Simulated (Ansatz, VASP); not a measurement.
# TiOs in VASP and in Ansatz

```
CELL_PARAMETERS angstrom
3.03977 0.00000 0.00000
0.00000 3.03977 0.00000
0.00000 0.00000 3.03977
ATOMIC_POSITIONS crystal
Ti 0.50000 0.50000 0.50000
Os 0.00000 0.00000 0.00000
```

Alike in both runs: functional LDA; k mesh 14 × 14 × 14; occupations fermi-dirac, width 0.15 eV; no spin polarisation.

Ansatz relaxed the structure, and its values are those at the end. VASP's run is a single point on that final structure, the one shown.

|  | VASP | Ansatz |
| --- | --- | --- |
| version | VASP 6.6.1 | Ansatz 0.2.0 |
| potentials or method | VASP PAW LDA potentials, release 64 (Ti_sv, Os) | scalar-relativistic, plane waves, PAW |
| plane-wave cutoff (eV) | 520 | 420 |
| valence electrons in the cell | 20 | 28 |

Ansatz gave:

| Property | Result |
| --- | --- |
| gap on the k mesh at the Fermi level (eV) | none |
| pressure (GPa) | 0.0 |

**Question.** Estimate VASP's values.

**Answer.** gap on the k mesh at the Fermi level (eV): none; pressure (GPa): 0.4.

A gap of «none» marks a metal or a gap that the smearing closes. The two sets of potentials don't hold the same shells in valence.

The runs have no spin-orbit coupling, so splittings on Os are missing.
